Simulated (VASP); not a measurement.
OSZICAR of a VASP run on BC$_{62}$:

**OSZICAR**
```
       N       E                     dE             d eps       ncg     rms          rms(c)
DAV:   1    -0.663925527673E+03   -0.66393E+03   -0.86785E+00   316   0.800E+00    0.404E+00
DAV:   2    -0.663940616783E+03   -0.15089E-01   -0.15259E-01   354   0.111E+00    0.243E+00
DAV:   3    -0.663922786946E+03    0.17830E-01   -0.54887E-02   368   0.620E-01    0.132E+00
DAV:   4    -0.663918732397E+03    0.40545E-02   -0.79939E-03   338   0.230E-01    0.734E-01
DAV:   5    -0.663916836597E+03    0.18958E-02   -0.19731E-03   368   0.134E-01    0.398E-01
DAV:   6    -0.663916447045E+03    0.38955E-03   -0.96729E-04   338   0.799E-02    0.202E-01
DAV:   7    -0.663916314079E+03    0.13297E-03   -0.90461E-05   360   0.289E-02    0.112E-01
DAV:   8    -0.663916274194E+03    0.39886E-04   -0.49957E-05   274   0.192E-02    0.613E-02
DAV:   9    -0.663916264888E+03    0.93058E-05   -0.13964E-05   202   0.106E-02
   1 F= -.66391626E+03 E0= -.66391626E+03  d E =-.276039E-18
```

Problem. Which electronic solver shows in the log?

Solution. It is blocked Davidson (ALGO = Normal, or the opening steps of other solvers). The INCAR had ALGO = Normal.

Problem. Can the final energy be trusted as converged?

Solution. Self-consistency was reached. It stopped with EDIFF = 1E-5, NELM = 50 (HSE06 screened hybrid, plane waves, VASP's PBE PAW potentials (set 64)).  The cell is charged, with a uniform compensating background. The supercell is sampled at Γ alone, which is coarse: total energies, pressure and levels can be off, energies of defects by several tenths of an eV.

The cell is a supercell with a defect, built from C (diamond): B_C-vac_C, charge +1. The cell's shape comes from a PBE relaxation. The run is not spin-polarised, so no state with unpaired spins was tried.
